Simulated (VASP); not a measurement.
These are PW91 GGA, VASP's PBE PAW potentials (set 64) (plane waves; VASP) values and carry that method's errors.

The input files of a VASP run:

KPOINTS:
```
Automatic
0
gamma
 7 7 7
```

**INCAR**
```
EDIFFG  =  -0.01
IBRION  =  2
LREAL  =  .FALSE.
ISMEAR  =  0
SYSTEM  =  PbS
EDIFF  =  1E-6   ! SCF stop (eV)
LASPH  =  .TRUE.   ! aspherical one-centre terms
LCHARG  =  .FALSE.
LWAVE  =  .FALSE.
NSW  =  60   ! most ionic steps
GGA  =  91
SIGMA  =  0.05
ALGO  =  Normal   ! blocked Davidson
ENCUT  =  520   ! plane-wave cut-off (eV)
NELM  =  100   ! most electronic steps
ISIF  =  3   ! ions, shape and volume
LMAXMIX  =  4
PREC  =  Accurate
```

**POSCAR**
```
PbS
1
    0.0000000000     2.9700000000     2.9700000000
    2.9700000000     0.0000000000     2.9700000000
    2.9700000000     2.9700000000     0.0000000000
Pb S
1 1
Direct
  0.0000000000   0.0000000000   0.0000000000
  0.5000000000   0.5000000000   0.5000000000
```

POTCAR, in this order: Pb_d S (PBE.64 set). Program: vasp_std.

Output of the run:

File OSZICAR:
```
       N       E                     dE             d eps       ncg     rms          rms(c)
DAV:   1     0.156872089930E+03    0.15687E+03   -0.97988E+03   560   0.150E+03
DAV:   2     0.475886383314E+01   -0.15211E+03   -0.14862E+03   578   0.356E+02
DAV:   3    -0.899223288064E+01   -0.13751E+02   -0.13410E+02   758   0.109E+02
DAV:   4    -0.934243246132E+01   -0.35020E+00   -0.34998E+00   596   0.203E+01
DAV:   5    -0.935666686552E+01   -0.14234E-01   -0.14234E-01   822   0.411E+00    0.461E+00
DAV:   6    -0.881994645390E+01    0.53672E+00   -0.16707E+00   828   0.117E+01    0.321E+00
DAV:   7    -0.882095067824E+01   -0.10042E-02   -0.16402E-01   610   0.255E+00    0.187E+00
DAV:   8    -0.882374257126E+01   -0.27919E-02   -0.16393E-02   602   0.146E+00    0.271E-01
DAV:   9    -0.882321645591E+01    0.52612E-03   -0.34089E-03   838   0.543E-01    0.859E-02
DAV:  10    -0.882337871192E+01   -0.16226E-03   -0.32491E-04   596   0.134E-01    0.568E-02
DAV:  11    -0.882338082388E+01   -0.21120E-05   -0.31581E-05   764   0.607E-02    0.739E-03
DAV:  12    -0.882338130389E+01   -0.48001E-06   -0.23276E-06   630   0.146E-02
   1 F= -.88233813E+01 E0= -.88233813E+01  d E =-.882338E+01
       N       E                     dE             d eps       ncg     rms          rms(c)
DAV:   1    -0.915507868391E+01   -0.33170E+00   -0.10809E+01   692   0.635E+01    0.324E+00
DAV:   2    -0.887793092912E+01    0.27715E+00   -0.59539E-01   686   0.136E+01    0.116E+00
DAV:   3    -0.883127908695E+01    0.46652E-01   -0.19796E-01   692   0.792E+00    0.262E-01
DAV:   4    -0.883150215980E+01   -0.22307E-03   -0.44045E-03   574   0.630E-01    0.151E-01
DAV:   5    -0.883153142568E+01   -0.29266E-04   -0.67867E-04   690   0.337E-01    0.565E-02
DAV:   6    -0.883152516372E+01    0.62620E-05   -0.78695E-05   698   0.147E-01    0.102E-02
DAV:   7    -0.883152622254E+01   -0.10588E-05   -0.13303E-05   626   0.577E-02    0.381E-03
DAV:   8    -0.883152725903E+01   -0.10365E-05   -0.92036E-07   334   0.180E-02    0.181E-03
DAV:   9    -0.883152752050E+01   -0.26146E-06   -0.24455E-07   322   0.482E-03
   2 F= -.88315275E+01 E0= -.88315275E+01  d E =-.814622E-02
       N       E                     dE             d eps       ncg     rms          rms(c)
DAV:   1    -0.885408673361E+01   -0.22559E-01   -0.67936E-01   686   0.150E+01    0.851E-01
DAV:   2    -0.883542240312E+01    0.18664E-01   -0.39786E-02   692   0.362E+00    0.295E-01
DAV:   3    -0.883252660679E+01    0.28958E-02   -0.12512E-02   692   0.200E+00    0.790E-02
DAV:   4    -0.883255976257E+01   -0.33156E-04   -0.28619E-04   576   0.156E-01    0.423E-02
DAV:   5    -0.883257547713E+01   -0.15715E-04   -0.46531E-05   708   0.887E-02    0.152E-02
DAV:   6    -0.883257729112E+01   -0.18140E-05   -0.63698E-06   710   0.372E-02    0.287E-03
DAV:   7    -0.883257609480E+01    0.11963E-05   -0.66799E-07   334   0.121E-02    0.114E-03
DAV:   8    -0.883257575821E+01    0.33659E-06   -0.11063E-07   298   0.539E-03
   3 F= -.88325758E+01 E0= -.88325758E+01  d E =-.919445E-02
```

**OUTCAR**
```
------------------------ aborting loop because EDIFF is reached ----------------------------------------
  FORCE on cell =-STRESS in cart. coord.  units (eV):
  Direction    XX          YY          ZZ          XY          YZ          ZX
  --------------------------------------------------------------------------------------
  Total        0.0000182      0.0000182      0.0000182     -0.0000000      0.0000000      0.0000000
  in kB        0.0005390      0.0005390      0.0005390     -0.0000000      0.0000000      0.0000000
  external PRESSURE =       0.0005390 kB  Pullay stress =       0.0000000 kB
  volume of cell :       54.07
      direct lattice vectors                 reciprocal lattice vectors
     0.000000000  3.001347280  3.001347280    -0.166591851  0.166591851  0.166591851
     3.001347280  0.000000000  3.001347280     0.166591851 -0.166591851  0.166591851
     3.001347280  3.001347280 -0.000000000     0.166591851  0.166591851 -0.166591851
  FREE ENERGIE OF THE ION-ELECTRON SYSTEM (eV)
  ---------------------------------------------------
  free  energy   TOTEN  =        -8.8325757582 eV

  energy  without entropy=       -8.8325757582  energy(sigma->0) =       -8.83257576

 reached required accuracy - stopping structural energy minimisation
```
(Selected blocks of OUTCAR.)

**CONTCAR**
```
PbS
   1.00000000000000
     0.0000000000000000    3.0013472801832184    3.0013472801832184
     3.0013472801832184    0.0000000000000000    3.0013472801832184
     3.0013472801832184    3.0013472801832184   -0.0000000000000000
  Pb              S
     1     1
Direct
     0.0000000000000000    0.0000000000000000    0.0000000000000000
     0.5000000000000000    0.5000000000000000    0.5000000000000000
```

Energy and stress use the plane-wave basis of the starting cell.

The compound is PbS in the rock salt structure. This run relaxes it. Symmetry was kept, so distortions that lower it aren't found.
